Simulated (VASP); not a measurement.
Wanted: the native input for a VASP 6.6.1 run.

| Item | Value |
| --- | --- |
| Task | single point |
| Functional | LDA |
| Potentials or basis | VASP PAW LDA potentials, release 64 (Bi_d) |
| Cutoff | 520 eV |
| k mesh | 6 × 6 × 6 |
| Occupations | gaussian, width 0.1 eV |
| Spin | no spin polarisation |
| Dipole correction | no |
| Further INCAR settings | ALGO = Normal; EDIFF = 1e-07; NBANDS = 14 |

The structure of Bi lies in POSCAR:

```
Bi
1.0
   -1.9814305318      1.9814305318      1.9814305318
    1.9814305318     -1.9814305318      1.9814305318
    1.9814305318      1.9814305318     -1.9814305318
Bi
1
Direct
    0.0000000000      0.0000000000      0.0000000000
```

This isn't the form of Bi at room conditions, which is rhombohedral.

The input as run:

INCAR

```
PREC = Accurate
ENCUT = 520
EDIFF = 1E-7
ISMEAR = 0
SIGMA = 0.1
LREAL = F
LASPH = T
NELM = 100
ALGO = Normal
ISIF = 2
LWAVE = F
LCHARG = F
NBANDS = 14
```

KPOINTS

```
Automatic mesh
0
Gamma
  6 6 6
```

Potentials or basis: VASP PAW LDA potentials, release 64 (Bi_d).

Run with:

```console
$ cat potpaw_LDA.64/Bi_d/POTCAR > POTCAR
$ mpirun -np 1 vasp_std > vasp.out
```

It gave:

The pressure is -3.0 GPa and the band gap on the k mesh is none (metal or under the smearing width).

Caveat: the k mesh is coarse (spacing up to 0.37 Å⁻¹), so the values aren't converged; spin-orbit coupling is left out, which moves the levels of the heavy elements.

It took 3.4 s on 1 thread of Intel(R) Xeon(R) 6975P-C (Granite Rapids), on a shared host, peak memory 0.13 GiB.
